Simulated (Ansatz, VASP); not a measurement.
# CsPbCl3: VASP beside Ansatz

Aim: how closely do two programs agree when they are given the same cell, functional and k mesh? The cell is taken from a series of VASP runs on this material, whose earlier steps may have relaxed, scaled or displaced it; both programs get it as it stands. Other levels of theory on this material are compared in a session of their own.

Calculated with Ansatz 0.2.0; plane waves, with VASP 6.6.1 beside it; band structure at LDA and band structure at LDA, spin-orbit coupling.

## (1) The structure

The structure is cubic, space group Pm-3m (No. 221). The conventional cell has a = 5.529 Å, b = 5.529 Å, c = 5.529 Å, α = 90.00°, β = 90.00°, γ = 90.00°. Nearest to Pb lie 6 Cl at 2.76 Å. Nearest to Cs lie 12 Cl at 3.91 Å. Nearest to Cl lie 2 Pb at 2.76 Å and 4 Cs at 3.91 Å. Farther neighbours and most contacts between anions are not listed.

As a file:

```
Pb Cs Cl
1.0
     5.52921    0.00000    0.00000
     0.00000    5.52921    0.00000
     0.00000    0.00000    5.52921
Pb Cs Cl
1 1 3
Cartesian
  2.7646 2.7646 2.7646
  0.0000 0.0000 0.0000
  2.7646 0.0000 2.7646
  0.0000 2.7646 2.7646
  2.7646 2.7646 0.0000
```

## (2) VASP: band structure, LDA

The same path points are solved in both programs, so levels can be compared one by one.

Lines of VASP's logs that name or quote its potential files are left out, and so is its time.

INCAR reads:

```
SYSTEM = CsPbCl3
PREC = Accurate
ENCUT = 400
EDIFF = 1E-06
NELM = 100
ISMEAR = -1
SIGMA = 0.05
LREAL = .FALSE.
ALGO = Normal
GGA = CA
NBANDS = 37
LORBIT = 11
LWAVE = .FALSE.
LCHARG = .FALSE.
KPAR = 2
```

POSCAR reads:

```
CsPbCl3
1.0
    5.5292101966      0.0000000000      0.0000000000
    0.0000000000      5.5292101966      0.0000000000
    0.0000000000      0.0000000000      5.5292101966
Pb Cs Cl
1 1 3
Direct
    0.5000000000      0.5000000000      0.5000000000
    0.0000000000      0.0000000000      0.0000000000
    0.5000000000      0.0000000000      0.5000000000
    0.0000000000      0.5000000000      0.5000000000
    0.5000000000      0.5000000000      0.0000000000
```

KPOINTS reads:

```
Automatic mesh
0
Gamma
4 4 4
0 0 0
```

KPOINTS_OPT reads:

```
Line mode
16
Line-mode
Reciprocal
  0.00000000   0.00000000   0.00000000 GAMMA
  0.00000000   0.50000000   0.00000000 X

  0.00000000   0.50000000   0.00000000 X
  0.50000000   0.50000000   0.00000000 M

  0.50000000   0.50000000   0.00000000 M
  0.00000000   0.00000000   0.00000000 GAMMA

  0.00000000   0.00000000   0.00000000 GAMMA
  0.50000000   0.50000000   0.50000000 R

  0.50000000   0.50000000   0.50000000 R
  0.00000000   0.50000000   0.00000000 X

  0.50000000   0.50000000   0.00000000 M
  0.50000000   0.50000000   0.50000000 R
```

Potentials, in the order of the species: Pb_d, Cs_sv and Cl (LDA family, release 64).

Run with:

```bash
> mpirun -np 2 vasp_std
```

Numbers of over 12 decimals in the logs are rounded to 6 here.

The program printed:

```text
[banner, memory and clock lines left out]
running    2 mpi-ranks, on    1 nodes
 distrk:  each k-point on    1 cores,    2 groups
 distr:  one band on    1 cores,    1 groups

 POSCAR found type information on POSCAR PbCsCl
 POSCAR found :  3 types and       5 ions
 LDA part: xc-table for (Slater(with rela. corr.)+CA(PZ))
 , standard interpolation
 POSCAR, INCAR and KPOINTS ok, starting setup
 FFT: planning ... GRIDC
 FFT: planning ... GRID_SOFT
 FFT: planning ... GRID
 WAVECAR not read
 entering main loop
       N       E                     dE             d eps       ncg     rms          rms(c)
DAV:   1     0.347673518344E+03    0.34767E+03   -0.16598E+04   740   0.901E+02
DAV:   2     0.216335913256E+02   -0.32604E+03   -0.30146E+03   815   0.244E+02
DAV:   3    -0.185968440531E+02   -0.40230E+02   -0.39563E+02   952   0.971E+01
DAV:   4    -0.201021464138E+02   -0.15053E+01   -0.15010E+01   852   0.223E+01
DAV:   5    -0.201569612302E+02   -0.54815E-01   -0.54798E-01  1014   0.391E+00    0.563E+00
DAV:   6    -0.194587985630E+02    0.69816E+00   -0.93270E-01  1005   0.917E+00    0.350E+00
DAV:   7    -0.194073799697E+02    0.51419E-01   -0.36627E-01  1062   0.309E+00    0.176E+00
DAV:   8    -0.194035595336E+02    0.38204E-02   -0.60804E-02  1005   0.157E+00    0.279E-01
DAV:   9    -0.194005165826E+02    0.30430E-02   -0.10163E-02  1105   0.783E-01    0.953E-02
DAV:  10    -0.194005778381E+02   -0.61256E-04   -0.10384E-03   890   0.175E-01    0.409E-02
DAV:  11    -0.194005767879E+02    0.10502E-05   -0.61918E-05  1016   0.435E-02    0.672E-03
DAV:  12    -0.194005755089E+02    0.12790E-05   -0.11280E-05  1023   0.358E-02    0.252E-03
DAV:  13    -0.194005754374E+02    0.71536E-07   -0.10087E-06   602   0.630E-03
   1 F= -.19400575E+02 E0= -.19400575E+02  d E =-.230835E-07
 Start KPOINTS_OPT (optional k-point list driver)
k-point batch [1-10\96]
       N       E                     dE             ncg
DAV:   1     0.421470704114E+03   -0.13125E+04      740
DAV:   2    -0.293642856929E+04   -0.33579E+04      836
DAV:   3    -0.334292963987E+04   -0.40650E+03      928
DAV:   4    -0.335792522282E+04   -0.14996E+02      836
DAV:   5    -0.335852487998E+04   -0.59966E+00     1027
DAV:   6    -0.335855175341E+04   -0.26873E-01      967
DAV:   7    -0.335855276248E+04   -0.10091E-02     1086
DAV:   8    -0.335855278566E+04   -0.23186E-04      841
DAV:   9    -0.335855278580E+04   -0.13327E-06      627
[...]
k-point batch [91-96\96]
       N       E                     dE             ncg
DAV:   1     0.437814627960E+04   -0.61855E+04      444
DAV:   2     0.243428339022E+04   -0.19439E+04      501
DAV:   3     0.219688099629E+04   -0.23740E+03      552
DAV:   4     0.218788240197E+04   -0.89986E+01      515
DAV:   5     0.218754873440E+04   -0.33367E+00      546
DAV:   6     0.218753238336E+04   -0.16351E-01      614
DAV:   7     0.218753207066E+04   -0.31270E-03      591
DAV:   8     0.218753206809E+04   -0.25700E-05      524
DAV:   9     0.218753206803E+04   -0.53226E-07      351
```

From OUTCAR (step 2):

```text
ion  position               nearest neighbor table
   1  0.500  0.500  0.500-   3 2.76   4 2.76   5 2.76   5 2.76   3 2.76   4 2.76
   2  0.000  0.000  0.000-
   3  0.500  0.000  0.500-   1 2.76   1 2.76
   4  0.000  0.500  0.500-   1 2.76   1 2.76
   5  0.500  0.500  0.000-   1 2.76   1 2.76

  LATTYP: Found a simple cubic cell.
 ALAT       =     5.5292101966

 Subroutine GETGRP returns: Found 48 space group operations
 (whereof 48 operations were pure point group operations)

The static configuration has the point symmetry O_h .

 Found     10 irreducible k-points:

   k-points           NKPTS =     10   k-points in BZ     NKDIM =     10   number of bands    NBANDS=     37

   dimension x,y,z NGX =    36 NGY =   36 NGZ =   36
   dimension x,y,z NGXF=    72 NGYF=   72 NGZF=   72

   ENCUT  =  400.0 eV  29.40 Ry    5.42 a.u.   9.02  9.02  9.02*2*pi/ulx,y,z

   NELECT =      44.0000    total number of electrons

 k-points in reciprocal lattice and weights: Automatic mesh
   0.00000000  0.00000000  0.00000000       0.016
   0.25000000  0.00000000  0.00000000       0.094
   0.50000000  0.00000000  0.00000000       0.047
   0.25000000  0.25000000  0.00000000       0.188
   0.50000000  0.25000000  0.00000000       0.188
   0.50000000  0.50000000  0.00000000       0.047
   0.25000000  0.25000000  0.25000000       0.125
   0.50000000  0.25000000  0.25000000       0.188
   0.50000000  0.50000000  0.25000000       0.094
   0.50000000  0.50000000  0.50000000       0.016

 average (electrostatic) potential at core
       1 -95.0803       2 -47.9427       3 -97.2585       4 -97.2585       5 -97.2585

 E-fermi :   2.8529

 k-point     1 :       0.0000    0.0000    0.0000
  band No.  band energies     occupation
    ...
     18      -0.8413      2.00000
     19      -0.8413      2.00000
     20      -0.7064      2.00000
     21      -0.7064      2.00000
     22      -0.7064      2.00000
     23       4.8595      0.00000
     24       5.8116      0.00000
     25       5.8116      0.00000
     26       6.8029      0.00000
     27       6.8029      0.00000
    ...

 k-point     2 :       0.2500    0.0000    0.0000
  band No.  band energies     occupation
    ...
     18      -0.8970      2.00000
     19      -0.8970      2.00000
     20      -0.7729      2.00000
     21      -0.7729      2.00000
     22      -0.5877      2.00000
     23       5.4421      0.00000
     24       6.2555      0.00000
     25       6.2629      0.00000
     26       6.6932      0.00000
     27       7.0216      0.00000
    ...

 k-point     3 :       0.5000    0.0000    0.0000
  band No.  band energies     occupation
    ...
     18      -0.9449      2.00000
     19      -0.9449      2.00000
     20      -0.8462      2.00000
     21      -0.8462      2.00000
     22       0.2766      2.00000
     23       4.8821      0.00000
     24       6.2889      0.00000
     25       6.8278      0.00000
     26       7.1933      0.00000
     27       7.1933      0.00000
    ...

  Total       -0.0127494     -0.0127494     -0.0127494      0.0000000      0.0000000      0.0000000
  in kB       -0.1208399     -0.1208399     -0.1208399      0.0000000      0.0000000      0.0000000
  external PRESSURE =      -0.1208399 kB  Pullay stress =       0.0000000 kB

  energy-cutoff  :      400.00
  volume of cell :      169.04
      direct lattice vectors                 reciprocal lattice vectors
     5.529210197  0.000000000  0.000000000     0.180857657  0.000000000  0.000000000
     0.000000000  5.529210197  0.000000000     0.000000000  0.180857657  0.000000000
     0.000000000  0.000000000  5.529210197     0.000000000  0.000000000  0.180857657

 POSITION                                       TOTAL-FORCE (eV/Angst)
 -----------------------------------------------------------------------------------
      2.76461      2.76461      2.76461         0.000000      0.000000      0.000000
      0.00000      0.00000      0.00000         0.000000      0.000000      0.000000
      2.76461      0.00000      2.76461         0.000000      0.000000      0.000000
      0.00000      2.76461      2.76461         0.000000      0.000000      0.000000
      2.76461      2.76461      0.00000         0.000000      0.000000      0.000000
 -----------------------------------------------------------------------------------
    total drift:                                0.000000      0.000000      0.000000

  FREE ENERGIE OF THE ION-ELECTRON SYSTEM (eV)
  ---------------------------------------------------
  free  energy   TOTEN  =       -19.4005754374 eV

  energy  without entropy=      -19.4005754143  energy(sigma->0) =      -19.40057543

 total charge
# of ion       s       p       d       tot
------------------------------------------
    1        1.517   0.482   9.863  11.862
    2        1.834   4.686   0.015   6.534
    3        1.598   3.500   0.000   5.098
    4        1.598   3.500   0.000   5.098
    5        1.598   3.500   0.000   5.098
--------------------------------------------------
tot          8.144  15.668   9.877  33.688

[... 3 further parts left out ...]
```

The run ends at a pressure of -0.01 GPa.

## (3) Ansatz: band structure, LDA

Ansatz runs on its default PAW (the set named soft_2) files.

The same cell, functional (in two slightly different forms), mesh and smearing now go to Ansatz, which takes its cutoff from its data sets.

input.yaml reads:

```yaml
crystal:
  lattice:
    - [5.5292101966, 0.0, 0.0]
    - [0.0, 5.5292101966, 0.0]
    - [0.0, 0.0, 5.5292101966]
  atoms:
    - { symbol: Pb, position: [0.5, 0.5, 0.5] }
    - { symbol: Cs, position: [0.0, 0.0, 0.0] }
    - { symbol: Cl, position: [0.5, 0.0, 0.5] }
    - { symbol: Cl, position: [0.0, 0.5, 0.5] }
    - { symbol: Cl, position: [0.5, 0.5, 0.0] }
hamiltonian:
  xc: lda
  pseudopotentials: { kind: paw }
kpoints:
  mp_grid: { grid: [4, 4, 4] }
  band_path:
    path:
      - [0.0, 0.0, 0.0]
      - [0.0, 0.1, 0.0]
      - [0.0, 0.2, 0.0]
      - [0.0, 0.3, 0.0]
      - [0.0, 0.43333, 0.0]
      - [0.0, 0.5, 0.0]
      - [0.1, 0.5, 0.0]
      - [0.2, 0.5, 0.0]
      - [0.33333, 0.5, 0.0]
      - [0.43333, 0.5, 0.0]
      - [0.5, 0.5, 0.0]
      - [0.36667, 0.36667, 0.0]
      - [0.26667, 0.26667, 0.0]
      - [0.16667, 0.16667, 0.0]
      - [0.06667, 0.06667, 0.0]
      - [0.03333, 0.03333, 0.03333]
      - [0.13333, 0.13333, 0.13333]
      - [0.23333, 0.23333, 0.23333]
      - [0.33333, 0.33333, 0.33333]
      - [0.46667, 0.46667, 0.46667]
      - [0.5, 0.5, 0.5]
      - [0.46667, 0.5, 0.46667]
      - [0.36667, 0.5, 0.36667]
      - [0.23333, 0.5, 0.23333]
      - [0.13333, 0.5, 0.13333]
      - [0.03333, 0.5, 0.03333]
      - [0.5, 0.5, 0.03333]
      - [0.5, 0.5, 0.16667]
      - [0.5, 0.5, 0.26667]
      - [0.5, 0.5, 0.36667]
      - [0.5, 0.5, 0.5]
    npoints: 1
scf:
  occupations: { method: fermi_dirac, width: 0.05 }
  n_extra_bands: 8
output:
  forces: true
  stress: true
  eigenvalues: true
```

Run with:

```bash
> ansatz run input.yaml --threads 2 --pin off --max-ram 4608MiB --backend cpu --events-out ev --progress --plain --runs-dir out
```

The program printed:

```text
scf.n_extra_bands = 8 over 22 filled bands (N_el = 44.0): the run solves 30 bands
Engine: ansatz 0.2.0, aarch64-unknown-linux-gnu
Pseudopotentials: kind: paw
Pseudopotential: Pb, paw, valence charge 14, recommended cutoff 420 eV (normal), Pb.paw.azcp
Pseudopotential: Cs, paw, valence charge 9, recommended cutoff 420 eV (normal), Cs.paw.azcp
Pseudopotential: Cl, paw, valence charge 7, recommended cutoff 420 eV (normal), Cl.paw.azcp
Functional definition: SPW92
  exchange = slater_x
  correlation = pw_c
Crystal: 5 atoms, lattice volume = 169.040 Å³
Basis set: ecut = 420 eV, 3287 PW (Γ)
Bands: 30, of which v1, the nominal top of the filled ones, is band 22 counted from 1 (21 counted from 0)
Symmetry: 48 space group operations
Space group: Pm-3m (ITA 221), of the structure as read, at distance tolerance 5.5e-5 Å
k-points: 10 of 64
Non-local potential: Pb, projectors of the file, l = 0: 2, l = 1: 2, l = 2: 2, l = 3: 2
Non-local potential: Cs, projectors of the file, l = 0: 3, l = 1: 2, l = 2: 2, l = 3: 2
Non-local potential: Cl, projectors of the file, l = 0: 2, l = 1: 2, l = 2: 2
PAW form: soft (Blöchl's): semilocal exchange-correlation on the pseudo side does not see the compensation charge
PAW frozen core: Pb, regenerated for the run's functional, and the local potential with it (the file was generated under x = pbe(κ = 0.804, μ = 0.219515), c = pbe(β = 0.066725))
PAW frozen core: Cs, regenerated for the run's functional, and the local potential with it (the file was generated under x = pbe(κ = 0.804, μ = 0.219515), c = pbe(β = 0.066725))
PAW frozen core: Cl, regenerated for the run's functional, and the local potential with it (the file was generated under x = pbe(κ = 0.804, μ = 0.219515), c = pbe(β = 0.066725))
PAW one-centre angular grid: Pb, 590 points (default); XC on 64 Gauss nodes
PAW one-centre angular grid: Cs, 194 points (default); XC on 64 Gauss nodes
PAW one-centre angular grid: Cl, 110 points (default); XC on 64 Gauss nodes
Initial density: superposition of atomic densities (neutral atoms: chi_scale 0, normalization atom), corrected by the library's trained network
Initial wavefunctions: pseudopotential atomic-orbital guess
Functional: x = slater, c = lda
SCF iter   1: F=—  HF=-20246.759508 eV  |F-HF|=—  |Δ(HF+E_count)|=         —  Δρ=5.32e-3  dr2=5.31e-2  ethr=1.77e-3  ⟨swp⟩=9.2  Hψ=1735  notcnv=0  defer=2
preconditioner: auto → Resta (q_TF=auto, 2.180 Å⁻¹)  ε∞=2.8  [insulator: Δε(μ)=1.466 eV  Ē_g=13.622 eV  σ=0.050 eV  W_gap=1.00  n_scr=26 (ndim 8)  ℏωp=18.5 eV  f_vac=0.057  D(μ)=0.00/eV (n_scr^D=0)  ε∞_Penn≈2.8]
SCF iter   2: F=—  HF=-20246.743612 eV  |F-HF|=—  |Δ(HF+E_count)|=   1.59e-2  Δρ=2.53e-3  dr2=8.51e-3  ethr=1.21e-4  ⟨swp⟩=2.6  Hψ=536  notcnv=0  defer=10
SCF iter   3: F=—  HF=-20246.741194 eV  |F-HF|=—  |Δ(HF+E_count)|=   2.42e-3  Δρ=5.50e-4  dr2=5.24e-4  ethr=1.93e-5  ⟨swp⟩=2.3  Hψ=495  notcnv=0  defer=10
SCF iter   4: F=—  HF=-20246.741120 eV  |F-HF|=—  |Δ(HF+E_count)|=   7.38e-5  Δρ=1.03e-4  dr2=2.63e-5  ethr=1.19e-6  ⟨swp⟩=2.3  Hψ=489  notcnv=0  defer=10
SCF iter   5: F=—  HF=-20246.741126 eV  |F-HF|=—  |Δ(HF+E_count)|=   5.87e-6  Δρ=3.21e-5  dr2=2.46e-6  ethr=5.97e-8  ⟨swp⟩=2.3  Hψ=499  notcnv=0  defer=10
SCF iter   6: F=-20246.741126 eV  HF=-20246.741126 eV  |F-HF|=7.10e-9  |Δ(HF+E_count)|=   8.33e-7  Δρ=4.68e-6  dr2=5.85e-8  ethr=2.27e-10  ⟨swp⟩=9.3  Hψ=1782  notcnv=0
SCF 1 converged in 6 iterations: F = -20246.741126 eV  dr2 = 5.85e-8
  greatest PAW one-centre occupation: 0.983 electrons in one spin orbital (limit 2), on the Pb atom at site 0 (counted from 0), in its partial waves of l = 2
NSCF: frozen V_eff on 31 k-points
SCF converged after 6 iterations
Free energy (F): -20246.741126 eV
Harris-Foulkes:  -20246.741126 eV  (|F-HF|=7.10e-9)
Internal energy: -20246.741126 eV  (E = F + TS)
E sigma→0 (E₀):  -20246.741126 eV
Entropy (-TS):   -0.000000 eV (-0.000 meV/atom)
Fermi energy:    5.153248 eV
--- Per-component energies (eV) ---
  E_band       = -230.266016
  E_kinetic    = 913.642257
  E_local      = -2627.448801  (includes V_loc(G=0)·N_el)
  E_nonlocal   = 477.624577
  E_hartree    = 990.029467
  E_xc         = -710.740831
  E_vxc        = -625.602182  (∫ρ·V_xc dr)
  E_paw        = -16877.787366  (= ΣΔE_a)
  E_vpaw       = -348.546512  (= ΣTr[D̂ρ^β])
  E_aug_tail   = 0.000343  (compensation charges beyond the density's cutoff)
  E_ewald      = -2412.825091
  E_core_change = 0.764318  (= ΣΔE_core)
  E_smearing   = -0.000000  (= −TS)
  E_closure    = -0.000000  (closes the sum)
  Σ components = -20246.741126   (vs F -20246.741126, Δ=0.00e0)
--- Forces (eV/Å), atoms counted from 1 ---
  atom   1  Pb     0.00000000    -0.00000000     0.00000000
  atom   2  Cs    -0.00000000     0.00000000    -0.00000000
  atom   3  Cl     0.00000000    -0.00000000     0.00000000
  atom   4  Cl     0.00000000    -0.00000000     0.00000000
  atom   5  Cl    -0.00000000    -0.00000000     0.00000000
  max |Σ_I F_I| component: 5.75e-29 eV/Å
--- Stress (GPa, compression-positive) ---
       -0.018468       0.000000       0.000000
        0.000000      -0.018468       0.000000
        0.000000       0.000000      -0.018468
  P = ⅓ Tr σ = -0.0185 GPa (-0.185 kbar)
--- Band table (eV; the first three rows and the last of 10) ---
  k-point 0: bands = [... 18 lower, 1.4892, 1.6241, 1.6241, 1.6241, 7.1803, 8.1463, 8.1463, 9.1298, ... 4 higher]
  k-point 1: bands = [... 18 lower, 1.4341, 1.5582, 1.5582, 1.7355, 7.7638, 8.5842, 8.5967, 9.0004, ... 4 higher]
  k-point 2: bands = [... 18 lower, 1.3863, 1.4859, 1.4859, 2.5850, 7.1910, 8.6129, 9.1655, 9.5107, ... 4 higher]
  k-point 9: bands = [... 18 lower, 1.9705, 1.9705, 1.9705, 4.4089, 5.9528, 5.9528, 5.9528, 8.9748, ... 4 higher]
```

The job ended after 3.1 s (2 threads of Arm Neoverse V2, shared host; peak memory 0.41 GiB).

## (4) Side by side

Known differences besides the potentials themselves: the two LDA forms differ slightly; the cutoff is 420 eV in Ansatz and 400 eV in VASP; VASP's log shows a relativistic correction to its local exchange, Ansatz's none. Total energies have different zeros and are not compared.

Compared:

```
                     quantity  Ansatz   VASP  difference
               pressure (GPa)   -0.02  -0.01       -0.01
gap over the path points (eV)   1.544  1.515      +0.029
```

Levels at points of the path, from each program's valence-band top (eV; 4 filled, then empty):

```
k (reciprocal lattice)                                  Ansatz                                    VASP
     0.000 0.000 0.000  -2.92 -2.79 -2.79 -2.79 2.77 3.74 3.74  -2.96 -2.83 -2.83 -2.83 2.74 3.69 3.69
     0.000 0.100 0.000  -2.93 -2.80 -2.80 -2.79 2.88 3.81 3.82  -2.98 -2.84 -2.84 -2.83 2.84 3.76 3.77
     0.000 0.200 0.000  -2.96 -2.83 -2.83 -2.75 3.17 4.03 4.04  -3.00 -2.88 -2.88 -2.79 3.14 3.98 3.99
     0.000 0.300 0.000  -2.99 -2.87 -2.87 -2.52 3.50 4.13 4.35  -3.04 -2.92 -2.92 -2.55 3.47 4.10 4.30
     0.000 0.433 0.000  -3.02 -2.92 -2.92 -1.94 2.94 4.14 4.70  -3.06 -2.96 -2.96 -1.97 2.91 4.11 4.65
     0.000 0.500 0.000  -3.02 -2.92 -2.92 -1.82 2.78 4.20 4.76  -3.07 -2.97 -2.97 -1.85 2.76 4.17 4.71
     0.100 0.500 0.000  -2.94 -2.92 -2.89 -1.79 2.73 4.29 4.81  -2.99 -2.97 -2.94 -1.81 2.70 4.25 4.76
     0.200 0.500 0.000  -2.99 -2.92 -2.73 -1.68 2.58 4.27 4.54  -3.04 -2.96 -2.77 -1.70 2.55 4.25 4.50
     0.333 0.500 0.000  -3.08 -2.93 -2.55 -1.33 2.35 3.12 4.76  -3.12 -2.97 -2.59 -1.35 2.32 3.10 4.74
     0.433 0.500 0.000  -3.12 -2.96 -2.47 -0.99 2.23 2.39 4.68  -3.17 -3.01 -2.51 -1.00 2.21 2.37 4.67
```

Among the levels compared at these points, filled levels agree within 48 meV and empty ones within 52 meV. Ansatz's pressure holds a Pulay correction of 0.01 GPa; VASP's holds none.

[end of part 1 of 2]

[Lines on the potential files, build, host, timing and source positions are cut from VASP's logs without a mark.]

[Logs are printed without paths, hosts, clocks, repeated set-up lines and the standing remarks that a program may print on its own settings, such as how far it seeks lower states.]

[Hosts, paths, dates, database ids (printed as entryN), source tags and the programs' standing remarks are cut or masked in the printed files.]
